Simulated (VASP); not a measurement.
Computed with PBE GGA, VASP's PBE PAW potentials (set 64) (plane waves; VASP).

VASP input:

**INCAR**
```
SYSTEM = PtS2
PREC = Single; ENCUT = 400; LREAL = .FALSE.
LASPH = .TRUE.
EDIFF = 1E-6; NELM = 100; ALGO = Normal
LMAXMIX = 6
ISMEAR = 0; SIGMA = 0.05
GGA = PE
ISIF = 2
LWAVE = .FALSE.; LCHARG = .FALSE.
```

KPOINTS:
```
Automatic mesh
0
Gamma
7 7 4
0 0 0
```

File POSCAR:
```
PtS2
1.0
  1.7997510000  -3.0709370000   0.0000000000
  1.7997510000   3.0709370000   0.0000000000
  0.0000000000   0.0000000000   5.1381910000
Pt S
1 2
Cartesian
  0.0000000000   0.0000000000   0.0000000000
  1.7997510000   1.0236477140   1.1817839300
  1.8500288439  -1.0236477140   3.9564070700
```

POTCAR, in this order: Pt S (PBE.64 set). Program: vasp_std.

The run wrote:

OSZICAR:
```
       N       E                     dE             d eps       ncg     rms          rms(c)
DAV:   1     0.977080310787E+02    0.97708E+02   -0.90906E+03  3106   0.105E+03
DAV:   2    -0.125776637614E+02   -0.11029E+03   -0.10782E+03  3796   0.221E+02
DAV:   3    -0.167050282959E+02   -0.41274E+01   -0.41107E+01  3831   0.476E+01
DAV:   4    -0.167512040394E+02   -0.46176E-01   -0.46164E-01  3866   0.543E+00
DAV:   5    -0.167521486733E+02   -0.94463E-03   -0.94460E-03  3999   0.736E-01    0.188E+01
DAV:   6    -0.156195959218E+02    0.11326E+01   -0.80008E+00  3005   0.293E+01    0.123E+01
DAV:   7    -0.153971575870E+02    0.22244E+00   -0.13720E+00  3026   0.130E+01    0.594E+00
DAV:   8    -0.153800854553E+02    0.17072E-01   -0.87451E-02  3537   0.218E+00    0.130E+00
DAV:   9    -0.153748568716E+02    0.52286E-02   -0.15229E-02  3621   0.141E+00    0.243E-01
DAV:  10    -0.153751171986E+02   -0.26033E-03   -0.19832E-03  3803   0.327E-01    0.871E-02
DAV:  11    -0.153751674351E+02   -0.50237E-04   -0.64663E-05  3900   0.702E-02    0.442E-02
DAV:  12    -0.153751711174E+02   -0.36823E-05   -0.12415E-05  3775   0.338E-02    0.114E-02
DAV:  13    -0.153751724736E+02   -0.13562E-05   -0.17723E-06  3166   0.104E-02    0.378E-03
DAV:  14    -0.153751727430E+02   -0.26942E-06   -0.34200E-07  2514   0.495E-03
   1 F= -.15375173E+02 E0= -.15375173E+02  d E =-.322124E-16
```

**OUTCAR**
```
------------------------ aborting loop because EDIFF is reached ----------------------------------------
  FORCE on cell =-STRESS in cart. coord.  units (eV):
  Direction    XX          YY          ZZ          XY          YZ          ZX
  --------------------------------------------------------------------------------------
  Total        1.1586430      2.0918886      1.7476310      0.3234551     -0.2505890      0.6060018
  in kB       32.6841095     59.0099935     49.2988449      9.1243301     -7.0688536     17.0946795
  external PRESSURE =      46.9976493 kB  Pullay stress =       0.0000000 kB
  volume of cell :       56.80
      direct lattice vectors                 reciprocal lattice vectors
     1.799751000 -3.070937000  0.000000000     0.277816209 -0.162816756  0.000000000
     1.799751000  3.070937000  0.000000000     0.277816209  0.162816756  0.000000000
     0.000000000  0.000000000  5.138191000     0.000000000  0.000000000  0.194621025
 POSITION                                       TOTAL-FORCE (eV/Angst)
 -----------------------------------------------------------------------------------
      0.00000      0.00000      0.00000         0.427466      0.020883      0.024232
      1.79975      1.02365      1.18178         0.058801     -0.100770      0.472125
      1.85003     -1.02365      3.95641        -0.486267      0.079888     -0.496357
 -----------------------------------------------------------------------------------
    total drift:                                0.000573     -0.000061      0.000788
  FREE ENERGIE OF THE ION-ELECTRON SYSTEM (eV)
  ---------------------------------------------------
  free  energy   TOTEN  =       -15.3751727430 eV

  energy  without entropy=      -15.3751727430  energy(sigma->0) =      -15.37517274
```
(Selected blocks of OUTCAR.)

**OUTCAR**
```
 val. band max:        6.2013621140   @ k =   0.1429  -0.1429   0.2500

 cond. band min:       6.9035078963   @ k =  -0.2857   0.0000   0.2500


 Fermi energy:         6.4744056910

 k-point     1 :       0.0000    0.0000    0.0000
  band No.  band energies     occupation
      1      -8.9325      2.00000
      2      -6.0179      2.00000
      3      -0.4415      2.00000
      4      -0.3997      2.00000
      5      -0.3408      2.00000
      6       2.4551      2.00000
      7       2.5183      2.00000
      8       4.4302      2.00000
      9       5.1059      2.00000
     10       5.2480      2.00000
     11       6.1476      2.00000
     12       8.4608      0.00000
     13       8.6235      0.00000
     14      11.0883      0.00000
     15      11.7090      0.00000

 k-point     2 :       0.1429    0.0000    0.0000
  band No.  band energies     occupation
      1      -8.6831      2.00000
      2      -6.1437      2.00000
      3      -0.2781      2.00000
      4      -0.2368      2.00000
      5      -0.0884      2.00000
      6       2.0979      2.00000
      7       2.3329      2.00000
      8       3.8244      2.00000
      9       5.0816      2.00000
     10       5.1523      2.00000
     11       6.1139      2.00000
     12       7.7572      0.00000
     13       8.5025      0.00000
     14      12.1027      0.00000
     15      12.5683      0.00000

 k-point     3 :       0.0000    0.1429    0.0000
  band No.  band energies     occupation
      1      -8.6775      2.00000
      2      -6.1526      2.00000
      3      -0.2318      2.00000
      4      -0.1759      2.00000
      5      -0.1416      2.00000
      6       2.0398      2.00000
      7       2.3337      2.00000
      8       3.7636      2.00000
      9       5.0649      2.00000
     10       5.2401      2.00000
     11       6.1290      2.00000
     12       7.8910      0.00000
     13       8.3373      0.00000
     14      12.0361      0.00000
     15      12.6143      0.00000
...
```

Unless said otherwise, spin-orbit coupling is left out, though it shifts the bands of the heavy elements here.

The compound is PtS2 in the 1T layered structure. The cell was not relaxed at this level, atoms are displaced from their ideal sites. The run is one of a series of settings (PREC = Single against the base run), some of them coarse on purpose.
